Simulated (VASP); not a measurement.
Level of theory: LDA (Ceperley-Alder, Perdew-Zunger), VASP's LDA PAW potentials (set 64) (plane waves; VASP).

VASP input:

File POSCAR:
```
NiO
1
    4.0549917193     2.0211944619     2.0211944619
    2.0211944619     4.0549917193     2.0211944619
    2.0211944619     2.0211944619     4.0549917193
Ni O
2 2
Direct
  0.0000000000   1.0000000000   1.0000000000
  0.5000000000   0.5000000000   0.5000000000
  0.2500000000   0.2500000000   0.2500000000
  0.7500000000   0.7500000000   0.7500000000
```

### KPOINTS
```
Automatic
0
Gamma
  10 10 10
```

### INCAR
```
SYSTEM = NiO
PREC = Accurate; ENCUT = 520; LREAL = .FALSE.
LASPH = .TRUE.
EDIFF = 1E-7; NELM = 100; ALGO = Normal
LMAXMIX = 4
ISMEAR = -5
MAGMOM = 1.1 -1.1 2*0.0
ISPIN = 2
ISIF = 2
LWAVE = .FALSE.; LCHARG = .TRUE.; LORBIT = 11
NEDOS = 601
LEFG = .TRUE.
```

POTCAR, in this order: Ni O (LDA.64 set). Program: vasp_std.

The resulting files:

### OSZICAR
```
       N       E                     dE             d eps       ncg     rms          rms(c)
DAV:   1     0.252082266984E+03    0.25208E+03   -0.15926E+04  9480   0.217E+03
DAV:   2    -0.235283759605E+01   -0.25444E+03   -0.23869E+03  9476   0.413E+02
DAV:   3    -0.302666588196E+02   -0.27914E+02   -0.26456E+02 10752   0.156E+02
DAV:   4    -0.311652106307E+02   -0.89855E+00   -0.89117E+00 10400   0.294E+01
DAV:   5    -0.311908462972E+02   -0.25636E-01   -0.25623E-01 11144   0.469E+00    0.220E+01
DAV:   6    -0.285412637349E+02    0.26496E+01   -0.36962E+01 13760   0.106E+02    0.207E+01
DAV:   7    -0.270011951773E+02    0.15401E+01   -0.71132E+00 12088   0.778E+01    0.987E+00
DAV:   8    -0.270985745919E+02   -0.97379E-01   -0.19259E+00 10424   0.118E+01    0.600E+00
DAV:   9    -0.270249014557E+02    0.73673E-01   -0.10935E-01 15160   0.935E+00    0.114E+00
DAV:  10    -0.270314847676E+02   -0.65833E-02   -0.51350E-02 12064   0.296E+00    0.604E-01
DAV:  11    -0.270318348521E+02   -0.35008E-03   -0.61944E-03 11808   0.233E+00    0.150E-01
DAV:  12    -0.270320041092E+02   -0.16926E-03   -0.15660E-03 12028   0.413E-01    0.835E-02
DAV:  13    -0.270319790835E+02    0.25026E-04   -0.18364E-04 15492   0.212E-01    0.231E-02
DAV:  14    -0.270319817707E+02   -0.26873E-05   -0.25090E-05 11616   0.856E-02    0.204E-02
DAV:  15    -0.270319806515E+02    0.11193E-05   -0.64955E-06 14840   0.484E-02    0.377E-03
DAV:  16    -0.270319807587E+02   -0.10723E-06   -0.85414E-07 13716   0.127E-02    0.140E-03
DAV:  17    -0.270319807587E+02   -0.42746E-10   -0.26697E-08  4840   0.489E-03
   1 F= -.27031981E+02 E0= -.27031981E+02  d E =0.000000E+00  mag=    -0.0000
```

File OUTCAR:
```
------------------------ aborting loop because EDIFF is reached ----------------------------------------
  FORCE on cell =-STRESS in cart. coord.  units (eV):
  Direction    XX          YY          ZZ          XY          YZ          ZX
  --------------------------------------------------------------------------------------
  Total       -0.0133945     -0.0133945     -0.0133945     -0.0592859     -0.0592859     -0.0592859
  in kB       -0.6407309     -0.6407309     -0.6407309     -2.8359714     -2.8359714     -2.8359714
  external PRESSURE =      -0.6407309 kB  Pullay stress =       0.0000000 kB
  volume of cell :       33.49
      direct lattice vectors                 reciprocal lattice vectors
     4.054991719  2.021194462  2.021194462     0.368959639 -0.122731456 -0.122731456
     2.021194462  4.054991719  2.021194462    -0.122731456  0.368959639 -0.122731456
     2.021194462  2.021194462  4.054991719    -0.122731456 -0.122731456  0.368959639
 POSITION                                       TOTAL-FORCE (eV/Angst)
 -----------------------------------------------------------------------------------
      0.00000      0.00000      0.00000        -0.000000      0.000000      0.000000
      4.04869      4.04869      4.04869        -0.000000     -0.000000      0.000000
      2.02435      2.02435      2.02435         0.000000     -0.000000     -0.000000
      6.07304      6.07304      6.07304        -0.000000      0.000000     -0.000000
 -----------------------------------------------------------------------------------
    total drift:                                0.000000     -0.000000     -0.000000
  FREE ENERGIE OF THE ION-ELECTRON SYSTEM (eV)
  ---------------------------------------------------
  free  energy   TOTEN  =       -27.0319807587 eV

  energy  without entropy=      -27.0319807587  energy(sigma->0) =      -27.03198076

 total charge

# of ion       s       p       d       tot
------------------------------------------
    1        0.362   0.475   8.380   9.217
    2        0.362   0.475   8.380   9.217
    3        1.554   3.411   0.000   4.965
    4        1.554   3.411   0.000   4.965
--------------------------------------------------
tot          3.832   7.772  16.759  28.363

 magnetization (x)

# of ion       s       p       d       tot
------------------------------------------
    1       -0.011  -0.014   1.102   1.077
    2        0.011   0.014  -1.102  -1.077
    3        0.000   0.000   0.000   0.000
    4        0.000   0.000   0.000   0.000
--------------------------------------------------
tot          0.000   0.000   0.000   0.000

 Electric field gradients after diagonalization (V/A^2)
 (convention: |V_zz| > |V_xx| > |V_yy|)
----------------------------------------------------------------------
 ion       V_xx      V_yy      V_zz     asymmetry (V_yy - V_xx)/ V_zz
----------------------------------------------------------------------
   1      -1.339    -1.339     2.678       0.000
   2      -1.339    -1.339     2.678       0.000
   3       2.492     2.492    -4.985       0.000
   4       2.492     2.492    -4.985       0.000
```
(Selected blocks of OUTCAR.)

The compound is NiO in the rock salt, AFM-II order structure. It was relaxed first, which changed the volume by -8 %.
